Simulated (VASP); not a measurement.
# Be2ZnO3 (Imm2) in VASP: further runs

The runs below take Be2ZnO3 through relaxation of cell and atoms, with PBE.

Program: VASP 6.6.1. These are calculated values, not measurements. Logs are shortened: lines on timing, memory, paths and dates and some standing lists are left out, and cuts for length are marked.

## Step 1: The structure

Symmetry: Imm2, No. 44, orthorhombic system. Conventional cell: a = 2.930 Å, b = 8.790 Å, c = 4.145 Å, α = 90.00°, β = 90.00°, γ = 90.00°. Be (site symmetry m) is surrounded by 4 O at 1.79 Å. Zn (site symmetry mm2) is surrounded by 4 O at 1.79 Å. O (site symmetry m) has 3 Be at 1.79 Å and 1 Zn at 1.79 Å as nearest neighbours. Around O (site symmetry mm2) lie 2 Zn at 1.79 Å and 2 Be at 1.79 Å.

The cell was built by a generator and needn't be a form met in nature.

## Step 2: Relaxation of cell and atoms, PBE

INCAR

```
SYSTEM = Be2ZnO3
PREC = Normal
ENCUT = 520
EDIFF = 1E-4
ISMEAR = 0
SIGMA = 0.15
LREAL = .FALSE.
LASPH = .TRUE.
NELM = 60
ALGO = Fast
ISIF = 3
LWAVE = .FALSE.
LCHARG = .FALSE.
GGA = PE
IBRION = 2
NSW = 24
EDIFFG = -0.08
```

KPOINTS

```
Automatic mesh
0
G
  6 6 6
  0 0 0
```

POSCAR

```
Be2ZnO3
1.0
   -1.4650000000      4.3950000000      2.0725000000
    1.4650000000     -4.3950000000      2.0725000000
    1.4650000000      4.3950000000     -2.0725000000
Be Zn O
2 1 3
Direct
    0.3333000000      0.0000000000      0.3333000000
    0.6667000000      0.0000000000      0.6667000000
    0.0000000000      0.0000000000      0.0000000000
    0.4167000000      0.2500000000      0.1667000000
    0.0833000000      0.2500000000      0.8333000000
    0.7500000000      0.2500000000      0.5000000000
```

Potentials or basis: VASP PAW PBE potentials, release 64 (Be, Zn, O).

The run is started by

```bash
> cat potpaw_PBE.64/Be/POTCAR potpaw_PBE.64/Zn/POTCAR potpaw_PBE.64/O/POTCAR > POTCAR
> mpirun -np 1 vasp_std > vasp.out
```

OUTCAR:

```text
SYSTEM = Be2ZnO3
   PREC = Normal
   ENCUT = 520
   EDIFF = 1E-4
   ISMEAR = 0
   LREAL = .FALSE.
   LASPH = .TRUE.
   NELM = 60
   ISIF = 3
   GGA = PE
   IBRION = 2
   NSW = 24
   EDIFFG = -0.08

 ion  position               nearest neighbor table
   1  0.333  0.000  0.333-   4 1.79   5 1.79   5 1.79   6 1.79
   2  0.667  0.000  0.667-   5 1.79   4 1.79   4 1.79   6 1.79
   3  0.000  0.000  0.000-   6 1.79   6 1.79   4 1.79   5 1.79
   4  0.417  0.250  0.167-   1 1.79   2 1.79   2 1.79   3 1.79
   5  0.083  0.250  0.833-   2 1.79   1 1.79   1 1.79   3 1.79
   6  0.750  0.250  0.500-   3 1.79   3 1.79   2 1.79   1 1.79

  LATTYP: Found a body centered orthorhombic cell.
 ALAT       =     2.9300000000
 B/A-ratio  =     1.4146757679
 C/A-ratio  =     3.0000000000

  Lattice vectors:

 A1 = (  -1.4650000000,   4.3950000000,  -2.0725000000)
 A2 = (   1.4650000000,   4.3950000000,   2.0725000000)
 A3 = (   1.4650000000,  -4.3950000000,  -2.0725000000)

Analysis of symmetry for initial positions (statically):
=====================================================================
 Subroutine PRICEL returns:
 Original cell was already a primitive cell.

 Routine SETGRP: Setting up the symmetry group for a
 body centered orthorhombic supercell.

 Subroutine GETGRP returns: Found  4 space group operations
 (whereof  4 operations were pure point group operations)
 out of a pool of  8 trial point group operations.

The static configuration has the point symmetry C_2v.

Analysis of symmetry for dynamics (positions and initial velocities):
=====================================================================
 Subroutine PRICEL returns:
 Original cell was already a primitive cell.

 Routine SETGRP: Setting up the symmetry group for a
 body centered orthorhombic supercell.

 Subroutine GETGRP returns: Found  4 space group operations
 (whereof  4 operations were pure point group operations)
 out of a pool of  8 trial point group operations.

The dynamic configuration has the point symmetry C_2v.

 Subroutine INISYM returns: Found  4 space group operations
 (whereof  4 operations are pure point group operations),
 and found     1 'primitive' translations

----------------------------------------------------------------------------------------

                                     Primitive cell

  volume of cell :      53.3766

  direct lattice vectors                    reciprocal lattice vectors
    -1.465000000  4.395000000  2.072500000     0.000000000  0.113765643  0.241254524
     1.465000000 -4.395000000  2.072500000     0.341296928  0.000000000  0.241254524
     1.465000000  4.395000000 -2.072500000     0.341296928  0.113765643  0.000000000

  length of vectors
     5.075185341  5.075185341  5.075185341     0.266732763  0.417956144  0.359758551

  position of ions in fractional coordinates (direct lattice)
     0.333300000  0.000000000  0.333300000
     0.666700000  0.000000000  0.666700000
     0.000000000  0.000000000  0.000000000
     0.416700000  0.250000000  0.166700000
     0.083300000  0.250000000  0.833300000
     0.750000000  0.250000000  0.500000000

  ion indices of the primitive-cell ions
   primitive index   ion index
                 1           1
                 2           2
                 3           3
                 4           4
                 5           5
                 6           6

----------------------------------------------------------------------------------------

 KPOINTS: Automatic mesh

Automatic generation of k-mesh.
 Grid dimensions read from file:
 generate k-points for:    6    6    6

 Generating k-lattice:

  Cartesian coordinates                     Fractional coordinates (reciprocal lattice)
     0.000000000  0.018960940  0.040209087     0.166666667  0.000000000  0.000000000
     0.056882821  0.000000000  0.040209087     0.000000000  0.166666667  0.000000000
     0.056882821  0.018960940  0.000000000     0.000000000  0.000000000  0.166666667

  Length of vectors
     0.044455460  0.069659357  0.059959758

  Shift w.r.t. Gamma in fractional coordinates (k-lattice)
     0.000000000  0.000000000  0.000000000

 Subroutine IBZKPT returns following result:
 ===========================================

 Found     46 irreducible k-points:

 Following reciprocal coordinates:
            Coordinates               Weight
  0.000000  0.000000  0.000000      1.000000
  0.166667  0.000000 -0.000000      4.000000
  0.333333 -0.000000  0.000000      4.000000
  0.500000 -0.000000  0.000000      2.000000
  0.000000  0.166667  0.000000      4.000000
  0.166667  0.166667  0.000000      8.000000
[... 16 lines left out ...]
 -0.166667  0.166667  0.166667      2.000000
  0.166667  0.333333  0.166667      4.000000
 [... further k-points ...]
   k-points           NKPTS =     46   k-points in BZ     NKDIM =     46   number of bands    NBANDS=     21
   number of dos      NEDOS =    301   number of ions     NIONS =      6
   total plane-waves  NPLWV =  21952
   dimension x,y,z NGX =    28 NGY =   28 NGZ =   28
   dimension x,y,z NGXF=    56 NGYF=   56 NGZF=   56
   ions per type =               2   1   3
   NGX,Y,Z   is equivalent  to a cutoff of   9.17,  9.17,  9.17 a.u.
   NGXF,Y,Z  is equivalent  to a cutoff of  18.34, 18.34, 18.34 a.u.
 SYSTEM =  Be2ZnO3
   PREC   = normal    normal or accurate (medium, high low for compatibility)
   ISTART =      0    job   : 0-new  1-cont  2-samecut
   ICHARG =      2    charge: 1-file 2-atom 10-const
   ISPIN  =      1    spin polarized calculation?
   LNONCOLLINEAR =      F non collinear calculations
   LSORBIT =      F    spin-orbit coupling
   LASPH  =      T    aspherical Exc in radial PAW
   ENCUT  =  520.0 eV  38.22 Ry    6.18 a.u.   9.44  9.44  9.44*2*pi/ulx,y,z
   NELM   =     60;   NELMIN=  2; NELMDL= -5     # of ELM steps
   EDIFF  = 0.1E-03   stopping-criterion for ELM
   LREAL  =      F    real-space projection
   EDIFFG = -.8E-01   stopping-criterion for IOM
   NSW    =     24    number of steps for IOM
   IBRION =      2    ionic relax: 0-MD 1-quasi-New 2-CG
   NFREE  =      1    steps in history (QN), initial steepest desc. (CG)
   ISIF   =      3    stress and relaxation
   ISYM   =      2    0-nonsym 1-usesym 2-fastsym
   POTIM  = 0.5000    time-step for ionic-motion
   TEBEG  =    0.0;   TEEND  =   0.0 temperature during run
   PSTRESS=    0.0 pullay stress
   NELECT =      34.0000    total number of electrons
   NUPDOWN=      -1.0000    fix difference up-down
   EMIN   =  10.00;   EMAX   =-10.00  energy-range for DOS
   EFERMI =   0.00;   METHOD = LEGACY
   ISMEAR =     0;   SIGMA  =   0.15  broadening in eV -4-tet -1-fermi 0-gaus
   EFERMI_NEDOS =   21; number of points for ismear=-14 and -15
   IALGO  =     68    algorithm
   IMIX   =      4    mixing-type and parameters
     AMIX     =   0.40;   BMIX     =  1.00
     AMIX_MAG =   1.60;   BMIX_MAG =  1.00
  volume/ion in A,a.u.               =       8.90        60.03
  Fermi-wavevector in a.u.,A,eV,Ry     =   1.408588  2.661846 26.995611  1.984121
  Thomas-Fermi vector in A             =   2.530731
   LORBIT       =      0    0 simple, 1 ext, 2 COOP (PROOUT), +10 PAW based schemes
   GGA     = PE    functional components
   LHFCALC =     F    Hartree Fock is set to
   AEXX    =    0.0000 exact exchange contribution
   IVDW    =     0    specifies the selected vdW correction
   LEPSILON=     F    determine dielectric tensor
   LRPA    =     F    only Hartree local field effects (RPA)
 conjugate gradient relaxation of ions
 non-spin polarized calculation
 RMM-DIIS sequential band-by-band and
 Gauss-broadening in eV      SIGMA  =   0.15
  energy-cutoff  :      520.00
  volume of cell :       53.38
 maximum number of plane-waves:      1464
   NGX = 19   NGY = 19   NGZ = 19

--------------------------------------- Ionic step        1  -------------------------------------------

 number of electron      34.0000048 magnetization

 Free energy of the ion-electron system (eV)
  ---------------------------------------------------
  ext. energy  EPLUGINS =         0.00000000
  ---------------------------------------------------
  free energy    TOTEN  =       -35.13518905 eV

  energy without entropy =      -35.13518905  energy(sigma->0) =      -35.13518905

------------------------ aborting loop because EDIFF is reached ----------------------------------------

  FORCE on cell =-STRESS in cart. coord.  units (eV):
  Direction    XX          YY          ZZ          XY          YZ          ZX
  --------------------------------------------------------------------------------------
  -------------------------------------------------------------------------------------
  Total        2.3147605      2.0495525      2.1150124      0.0000000      0.0000000      0.0000000
  in kB       69.4809284     61.5203208     63.4851965      0.0000000      0.0000000      0.0000000
  external PRESSURE =      64.8288153 kB  Pullay stress =       0.0000000 kB
[... 225 lines left out ...]
  energy  without entropy=      -37.0203914391  energy(sigma->0) =      -37.02039144

--------------------------------------- Ionic step        7  -------------------------------------------

 number of electron      34.0000021 magnetization

 Free energy of the ion-electron system (eV)
  ---------------------------------------------------
  ext. energy  EPLUGINS =         0.00000000
  ---------------------------------------------------
  free energy    TOTEN  =       -37.02139174 eV

  energy without entropy =      -37.02139174  energy(sigma->0) =      -37.02139174

 E-fermi :   3.5057     XC(G=0): -11.2388

 val. band max:        2.8271723402   @ k =   0.5000   0.5000   0.5000
 cond. band min:       6.0023858507   @ k =   0.0000   0.0000   0.0000
 fundamental gap:      3.1752135105
 Fermi energy:         3.5057215770

 k-point     1 :       0.0000    0.0000    0.0000
  band No.  band energies     occupation
      1     -15.8071      2.00000
      2     -14.1958      2.00000
      3     -14.0723      2.00000
      4      -2.9294      2.00000
      5      -2.6551      2.00000
      6      -2.1054      2.00000
[... 550 lines left out ...]
      5      -2.9545      2.00000
      6      -2.3834      2.00000
[... 13 lines left out ...]
     20      12.2583      0.00000
     21      13.7046      0.00000

 [... further k-points ...]

------------------------ aborting loop because EDIFF is reached ----------------------------------------

  FORCE on cell =-STRESS in cart. coord.  units (eV):
  Direction    XX          YY          ZZ          XY          YZ          ZX
  --------------------------------------------------------------------------------------
  -------------------------------------------------------------------------------------
  Total       -0.0926992      0.0528291      0.2762949      0.0000000      0.0000000      0.0000000
  in kB       -2.9191773      1.6636338      8.7007672      0.0000000      0.0000000      0.0000000
  external PRESSURE =       2.4817412 kB  Pullay stress =       0.0000000 kB
[... 21 lines left out ...]
  FREE ENERGIE OF THE ION-ELECTRON SYSTEM (eV)
  ---------------------------------------------------
  free  energy   TOTEN  =       -37.0213917391 eV

  energy  without entropy=      -37.0213917391  energy(sigma->0) =      -37.02139174

 reached required accuracy - stopping structural energy minimisation
```

Run time: 65 s. Hardware: 1 thread of Intel Xeon 6975P-C (Granite Rapids), shared host; peak memory 0.19 GiB.

What came out:

```yaml
Free_energy: -37.0214 eV
Relaxed_volume: 8.48 Å³/atom
Relaxed_cell: a = 5.003 Å, b = 5.003 Å, c = 5.003 Å, α = 146.88°, β = 60.10°, γ = 131.37°
Space_group_after_relaxing_to_0.05_Å: Imm2 (No. 44)
Energy_gained_by_relaxing: 314.4 meV/atom
Ionic_steps: 7
Pressure_after_relaxing: 0.2 GPa
Largest_force_after_relaxing: 0.072 eV/Å
Band_gap_on_the_k_mesh: 3.18 eV, indirect (least direct gap 3.19 eV)
```

Forces on the atoms (eV/Å):
```
Be   0.000  0.066  0.030
Be   0.000 -0.066  0.030
Zn   0.000  0.000  0.066
O    0.000  0.029 -0.044
O    0.000 -0.029 -0.044
O    0.000  0.000 -0.037
```

Step by step:
```tsv
step	energy change (eV)	largest force (eV/Å)	pressure (GPa)	volume (Å³)
1	0.0000	5.9071	6.48	53.38
2	-1.5870	0.5949	-15.79	56.21
3	-1.6131	0.7684	-11.69	55.80
4	-1.8695	0.3703	0.46	50.92
5	-1.8695	0.3696	0.65	50.88
6	-1.8852	0.0787	0.90	50.88
7	-1.8862	0.0721	0.25	50.88
```

Final structure:
```yaml
crystal:
  lattice:
    - [-1.42581, 4.33056, 2.05997]
    - [1.42581, -4.33056, 2.05997]
    - [1.42581, 4.33056, -2.05997]
  atoms:
    - { symbol: Be, position: [0.33098, 0.00309, 0.32789] }
    - { symbol: Be, position: [0.67520, 0.00309, 0.67211] }
    - { symbol: Zn, position: [0.00642, 0.00642, 0.00000] }
    - { symbol: O, position: [0.47003, 0.28101, 0.18902] }
    - { symbol: O, position: [0.09200, 0.28101, 0.81098] }
    - { symbol: O, position: [0.67537, 0.17537, 0.50000] }
```

Caveat: the k mesh is coarse (spacing up to 0.44 Å⁻¹), so the values aren't converged; the relaxation stopped at a loose force limit of 0.08 eV/Å, so its end isn't a converged minimum. Expect the measured gap to be larger: semilocal functionals such as PBE lack the derivative discontinuity.

## Step 3: Relaxation of cell and atoms, PBE

This run uses another cell than the first one, of the same volume but with other edges.

INCAR is that of step 2.

KPOINTS

```
Automatic mesh
0
G
  7 7 7
  0 0 0
```

POSCAR

```
Be2ZnO3
1.0
   -1.4650000000      1.4650000000      6.2150000000
    1.4650000000     -1.4650000000      6.2150000000
    1.4650000000      1.4650000000     -6.2150000000
Be Zn O
2 1 3
Direct
    0.3280000000      0.3280000000      0.0000000000
    0.6720000000      0.6720000000      0.0000000000
    0.0000000000      0.0000000000      0.0000000000
    0.9050000000      0.4050000000      0.5000000000
    0.5950000000      0.0950000000      0.5000000000
    0.2500000000      0.7500000000      0.5000000000
```

Potentials or basis: VASP PAW PBE potentials, release 64 (Be, Zn, O).

The run is started by

```bash
> cat potpaw_PBE.64/Be/POTCAR potpaw_PBE.64/Zn/POTCAR potpaw_PBE.64/O/POTCAR > POTCAR
> mpirun -np 1 vasp_std > vasp.out
```

Wall time 1.9 min (1 thread of Intel Xeon 6975P-C (Granite Rapids), shared host); peak memory 0.27 GiB.

Results (log left out):

```
Free energy                            : -36.8307 eV
Relaxed volume                         : 8.58 Å³/atom
Relaxed cell                           : a = 6.610 Å, b = 6.610 Å, c = 6.610 Å, α = 155.00°, β = 155.00°, γ = 35.64°
Space group after relaxing (to 0.05 Å) : I-4m2 (No. 119)
Energy gained by relaxing              : 80.3 meV/atom
Ionic steps                            : 7
Pressure after relaxing                : 0.5 GPa
Largest force after relaxing           : 0.040 eV/Å
Band gap on the k mesh                 : 3.07 eV, direct
```

Forces in eV/Å, atoms in the order of the input:
```
Be   0.000  0.000  0.036
Be   0.000  0.000 -0.036
Zn   0.000  0.000  0.000
O    0.000  0.000 -0.040
O    0.000  0.000  0.040
O    0.000  0.000  0.000
```

Stress tensor (GPa, compression positive):
```
0.08 0.00 0.00
0.00 0.08 0.00
0.00 0.00 1.37
```

The path:
| step | energy change (eV) | largest force (eV/Å) | pressure (GPa) | volume (Å³) |
| --- | --- | --- | --- | --- |
| 1 | 0.0000 | 2.7142 | -1.04 | 53.36 |
| 2 | -0.3747 | 1.1451 | -4.16 | 52.90 |
| 3 | -0.3747 | 1.1604 | -4.23 | 52.90 |
| 4 | -0.4755 | 0.2275 | 2.09 | 51.01 |
| 5 | -0.4756 | 0.2181 | 1.63 | 51.00 |
| 6 | -0.4816 | 0.0917 | -0.61 | 51.62 |
| 7 | -0.4820 | 0.0399 | 0.51 | 51.51 |

Final structure:
```xyz
6
Lattice="-1.4305 1.4305 6.2929 1.4305 -1.4305 6.2929 1.4305 1.4305 -6.2929" Properties=species:S:1:pos:R:3 pbc="T T T"
Be    0.0000    0.0000    4.0499
Be    0.0000    0.0000    8.5359
Zn    0.0000    0.0000    0.0000
O     0.0000    1.4305    4.9433
O     0.0000    1.4305    1.3496
O     1.4305    0.0000    3.1464
```

Levels at points of the mesh, in eV from the valence-band top:
```
           k point  band 14  band 15  band 16  band 17  band 18  band 19  band 20  band 21
(0.00, 0.00, 0.00)    -2.00    -0.83     0.00     0.00     3.07     6.88     7.11    11.01
```

Caveat: the k mesh is coarse (spacing up to 0.43 Å⁻¹), so the values aren't converged; an odd mesh through Γ misses points on the zone boundary, where band edges often lie; the relaxation stopped at a loose force limit of 0.08 eV/Å, so its end isn't a converged minimum.

## Step 4: Relaxation of cell and atoms, PBE

This run uses another cell than the first one, of 8.81 Å³/atom, 0.991 times its volume.

INCAR is that of step 3.

KPOINTS

```
Automatic mesh
0
G
  4 4 5
  0 0 0
```

POSCAR

```
Be2ZnO3
1.0
    4.7416207600      0.0000000000      0.0000000000
   -2.3708103800      4.1063640300      0.0000000000
    0.0000000000      0.0000000000      2.7162917400
Be Zn O
2 1 3
Direct
    0.3333333300      0.6666666700      0.0000000000
    0.6666666700      0.3333333300      0.0000000000
    0.0000000000      0.0000000000      0.0000000000
    0.5000000000      0.0000000000      0.5000000000
    0.5000000000      0.5000000000      0.5000000000
    0.0000000000      0.5000000000      0.5000000000
```

The run is started by

```bash
> cat potpaw_PBE.64/Be/POTCAR potpaw_PBE.64/Zn/POTCAR potpaw_PBE.64/O/POTCAR > POTCAR
> mpirun -np 1 vasp_std > vasp.out
```

It took 18 s on 1 thread of Intel Xeon 6975P-C (Granite Rapids), shared host; peak memory 0.14 GiB.

Results (log left out):

| Quantity | Value |
| --- | --- |
| Free energy | -30.4222 eV |
| Relaxed volume | 8.22 Å³/atom |
| Relaxed cell | a = 4.923 Å, b = 4.923 Å, c = 2.351 Å, α = 90.00°, β = 90.00°, γ = 120.00° |
| Space group after relaxing (to 0.05 Å) | P6/mmm (No. 191) |
| Energy gained by relaxing | 211.9 meV/atom |
| Ionic steps | 7 |
| Pressure after relaxing | 0.6 GPa |
| Band gap on the k mesh | none (metal or under the smearing width) |

Stress tensor (GPa, compression positive):
```
0.47 0.00 0.00
0.00 0.47 0.00
0.00 0.00 0.96
```

Step by step:
| step | energy change (eV) | largest force (eV/Å) | pressure (GPa) | volume (Å³) |
| --- | --- | --- | --- | --- |
| 1 | 0.0000 | 0.0000 | -10.54 | 52.89 |
| 2 | -1.2385 | 0.0000 | 6.02 | 47.98 |
| 3 | -1.2608 | 0.0000 | 1.66 | 48.68 |
| 4 | -1.2618 | 0.0000 | 2.84 | 48.54 |
| 5 | -1.2611 | 0.0000 | 3.98 | 48.45 |
| 6 | -1.2705 | 0.0000 | -1.51 | 49.72 |
| 7 | -1.2716 | 0.0000 | 0.63 | 49.34 |

Final structure:
```
Be Zn O
1.0
     4.92264    0.00000    0.00000
    -2.46132    4.26313    0.00000
     0.00000    0.00000    2.35124
Be Zn O
2 1 3
Direct
  0.33333 0.66667 0.00000
  0.66667 0.33333 0.00000
  0.00000 0.00000 0.00000
  0.50000 0.00000 0.50000
  0.50000 0.50000 0.50000
  0.00000 0.50000 0.50000
```

Levels at points of the mesh, in eV from the Fermi level:
```csv
k point,band 14,band 15,band 16,band 17,band 18,band 19,band 20,band 21
"(0.00, 0.00, 0.00)",-1.36,-1.06,-0.83,0.19,0.19,7.50,7.50,8.54
"(0.50, 0.00, 0.00)",-0.97,-0.66,-0.27,0.19,0.37,3.68,6.33,10.53
```

Caveat: the k mesh is coarse (spacing up to 0.46 Å⁻¹), so the values aren't converged; the relaxation stopped at a loose force limit of 0.08 eV/Å, so its end isn't a converged minimum.

(Part 1 of 2 ends here.)
